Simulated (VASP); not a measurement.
Level of theory: SCAN meta-GGA, VASP's PBE PAW potentials (set 64) (plane waves; VASP).

The input files of a VASP run:

File POSCAR:
```
TiB2
1
    1.4941611537    -2.5879630590     0.0000000000
    1.4941611537     2.5879630590     0.0000000000
    0.0000000000     0.0000000000     3.2000107885
Ti B
1 2
Direct
  0.0000000000   1.0000000000   0.0000000000
  0.3333330000   0.6666670000   0.5000000000
  0.6666670000   0.3333330000   0.5000000000
```

**KPOINTS**
```
Automatic
0
G
 12 12 9
```

**INCAR**
```
ALGO  =  Normal
EDIFF  =  1E-7
EDIFFG  =  -0.01
ENCUT  =  520
IBRION  =  2
ISIF  =  4
ISMEAR  =  1
LASPH  =  .True.
LCHARG  =  .False.
LMAXMIX  =  4
LMIXTAU  =  .True.
LREAL  =  .False.
LWAVE  =  .False.
METAGGA  =  SCAN
NELM  =  100
NSW  =  30
PREC  =  Accurate
SIGMA  =  0.1
SYSTEM  =  TiB2
```

POTCAR, in this order: Ti_sv B (PBE.64 set). Program: vasp_std.

Question: What will the output report for the number of irreducible k-points (NKPTS), largest plane-wave count, number of space-group operations, FFT grid (NGX, NGY, NGZ)?

Answer: 
```yaml
number of irreducible k-points (NKPTS): 95
largest_plane_wave_count: 684
number_of_space_group_operations: 24
FFT grid (NGX, NGY, NGZ): 24 × 24 × 24
```

The compound is TiB2 in the AlB2 type structure. This cell is one point of a volume scan, at 0.97 of the reference volume. Symmetry was kept, so distortions that lower it aren't found.
